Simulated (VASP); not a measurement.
Output of a VASP run:

### OSZICAR
```
       N       E                     dE             d eps       ncg     rms          rms(c)
DAV:   1     0.255704969467E+03    0.25570E+03   -0.16305E+04  2824   0.206E+03
DAV:   2     0.305123584312E+01   -0.25265E+03   -0.24377E+03  3002   0.400E+02
DAV:   3    -0.217290299720E+02   -0.24780E+02   -0.24622E+02  3332   0.140E+02
DAV:   4    -0.221315382453E+02   -0.40251E+00   -0.40212E+00  3086   0.190E+01
DAV:   5    -0.221345387835E+02   -0.30005E-02   -0.29998E-02  3302   0.153E+00    0.157E+01
DAV:   6    -0.192900929220E+02    0.28444E+01   -0.94418E+00  5058   0.684E+01    0.103E+01
DAV:   7    -0.194237095228E+02   -0.13362E+00   -0.22525E+00  2848   0.172E+01    0.593E+00
DAV:   8    -0.194273290703E+02   -0.36195E-02   -0.65348E-01  4252   0.807E+00    0.164E+00
DAV:   9    -0.193765517269E+02    0.50777E-01   -0.14087E-01  4528   0.696E+00    0.329E-01
DAV:  10    -0.193790147758E+02   -0.24630E-02   -0.45033E-02  2880   0.165E+00    0.132E-01
DAV:  11    -0.193789262053E+02    0.88571E-04   -0.16170E-03  3986   0.734E-01    0.350E-02
DAV:  12    -0.193789544261E+02   -0.28221E-04   -0.21991E-04  3360   0.320E-01    0.130E-02
DAV:  13    -0.193789569051E+02   -0.24791E-05   -0.16313E-05  3164   0.859E-02    0.727E-03
DAV:  14    -0.193789575226E+02   -0.61745E-06   -0.25263E-06  2576   0.203E-02
   1 F= -.19378958E+02 E0= -.19378956E+02  d E =-.342924E-05
```

OUTCAR:
```
------------------------ aborting loop because EDIFF is reached ----------------------------------------
  FORCE on cell =-STRESS in cart. coord.  units (eV):
  Direction    XX          YY          ZZ          XY          YZ          ZX
  --------------------------------------------------------------------------------------
  Total        0.8468325      0.8468325      0.8089386      0.0000000      0.0000000      0.0000000
  in kB       30.0634343     30.0634326     28.7181617      0.0000000      0.0000000      0.0000000
  external PRESSURE =      29.6150095 kB  Pullay stress =       0.0000000 kB
  volume of cell :       45.13
      direct lattice vectors                 reciprocal lattice vectors
     1.595750000 -2.763920000  0.000000000     0.313332289 -0.180902486  0.000000000
     1.595750000  2.763920000  0.000000000     0.313332289  0.180902486  0.000000000
     0.000000000  0.000000000  5.116220000     0.000000000  0.000000000  0.195456802
  FREE ENERGIE OF THE ION-ELECTRON SYSTEM (eV)
  ---------------------------------------------------
  free  energy   TOTEN  =       -19.3789575226 eV

  energy  without entropy=      -19.3789540934  energy(sigma->0) =      -19.37895581
```
(Selected blocks of OUTCAR.)

### POSCAR
```
ZnO
1
    1.5957500000    -2.7639200000     0.0000000000
    1.5957500000     2.7639200000     0.0000000000
    0.0000000000     0.0000000000     5.1162200000
Zn O
2 2
Direct
  0.6666670000   0.3333330000   0.5000000000
  0.3333330000   0.6666670000   0.0000000000
  0.6666670000   0.3333330000   0.8820000000
  0.3333330000   0.6666670000   0.3820000000
```

### Question
Reconstruct the remaining input files.

### Answer
Several could match; the one computed here: the input of the run itself, PBEsol GGA, plane waves, VASP's PBE PAW potentials (set 64).

KPOINTS:
```
Automatic mesh
0
Gamma
11 11 6
0 0 0
```

**INCAR**
```
SYSTEM = ZnO
PREC = Accurate
ENCUT = 400
EDIFF = 1E-6
NELM = 100
ALGO = Normal
LREAL = .FALSE.
LASPH = .TRUE.
ISMEAR = -1
SIGMA = 0.05
GGA = PS
LMAXMIX = 4
LWAVE = .FALSE.
LCHARG = .FALSE.
ISIF = 2
```

POTCAR, in this order: Zn O (PBE.64 set). Program: vasp_std.

At this cut-off the stress carries a Pulay error, which pulls relaxed volumes low.

The structure is a typed ZnO crystal (P6_3mc). The cell was not relaxed at this level. The run is one of a series of settings (GGA = PS against the base run), some of them coarse on purpose.
